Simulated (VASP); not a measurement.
Energy against volume of Co (hcp). All values below come from PBE GGA, VASP's PBE PAW potentials (set 64) (plane waves; VASP). Run with 520 eV cut-off, 17×17×9 Γ-centred mesh, first-order Methfessel-Paxton smearing of 0.10 eV, potentials Co.

Shape and ions are relaxed at each volume.

```
V (Å³/atom)  E (eV/atom)
-----------  -----------
10.510          -7.02927
10.835          -7.03579
11.160          -7.02960
11.485          -7.01264
```

Problem. Fit these four points and predict the energy of the run at 10.185 Å³/atom.

Solution. A cubic in V^(−2/3), the third-order Birch-Murnaghan form, passes through the four points with V0 = 10.83 Å³/atom and B0 = 209 GPa, and gives -7.0077 eV/atom there. The run gave -7.0074 eV/atom, +0.3 meV/atom from the fit; all five points give B0 = 210 GPa.

The compound is Co in the hcp structure. It was relaxed first.
